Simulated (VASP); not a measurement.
TaAs, 4 atoms in the cell. It takes space group I4_1md (No. 109, tetragonal). Conventional cell: a = 3.444 Å, b = 3.444 Å, c = 11.736 Å, α = 90.00°, β = 90.00°, γ = 90.00°. Ta (site symmetry 2mm) has 6 As at 2.61 to 2.62 Å as nearest neighbours. As (site symmetry 2mm) is surrounded by 6 Ta at 2.61 to 2.62 Å. The cell is a database's computed one.

```yaml
Program: VASP 6.6.1
Task: relaxation of cell and atoms
Functional: PBE
Potentials_or_basis: VASP PAW PBE potentials, release 64 (Ta_pv, As)
Cutoff: 520 eV
k_mesh: 18 × 18 × 18
Occupations: methfessel-paxton, width 0.2 eV
Spin: no spin polarisation
Further_INCAR_settings: ALGO = Normal; EDIFF = 1e-07; IBRION = 2; EDIFFG = -0.002; NSW = 80; ISIF = 3
```

Potentials or basis: VASP PAW PBE potentials, release 64 (Ta_pv, As).

The run is started by

```bash
$ cat potpaw_PBE.64/Ta_pv/POTCAR potpaw_PBE.64/As/POTCAR > POTCAR
$ mpirun -np 1 vasp_std > vasp.out
```

Hardware: 1 thread of Intel(R) Xeon(R) 6975P-C (Granite Rapids), on a shared host.

Problem. Estimate the wall time of this run.

Solution. Wall time 52 min on 1 thread of Intel(R) Xeon(R) 6975P-C (Granite Rapids) (shared host), peak memory 0.86 GiB. Counts: scf iterations 73, k points 480, ion steps 10.
